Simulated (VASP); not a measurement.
Data:

```
Ru
1.0
    1.35426    -2.34565     0.00000
    1.35426     2.34565     0.00000
    0.00000     0.00000     4.26816
Ru
2
Direct
  0.33333   0.66667   0.25000
  0.66667   0.33333   0.75000
```

All values below come from optB86b-vdW, VASP's PBE PAW potentials (set 64) (plane waves; VASP). Settings: 520 eV cut-off, Gaussian smearing of 0.050 eV, potentials Ru_pv.

### Question
Give the energies of bands 7 to 17 at the high-symmetry points, in eV from the Fermi level.

### Answer

```csv
band,Γ,M,K,A,L,H
7,-7.99,-6.16,-5.61,-6.05,-6.06,-4.71
8,-6.22,-5.50,-4.33,-6.05,-6.06,-4.71
9,-2.62,-5.38,-4.33,-2.79,-4.53,-4.11
10,-2.62,-3.06,-3.77,-2.79,-4.53,-4.11
11,-2.40,-2.05,-2.84,-2.79,-1.08,-2.71
12,-1.93,-1.79,-2.84,-2.79,-1.08,-2.71
13,-1.93,-1.51,-1.07,-2.69,0.46,-1.20
14,-1.44,1.39,1.01,-2.69,0.46,-1.20
15,-1.44,1.82,1.01,0.54,1.65,1.21
16,1.17,1.93,1.47,0.54,1.65,1.21
17,1.17,4.07,7.03,0.54,3.41,8.45
```

It has no gap at this level: it comes out as a metal or semimetal.

The compound is Ru in the hcp structure. It was relaxed first.
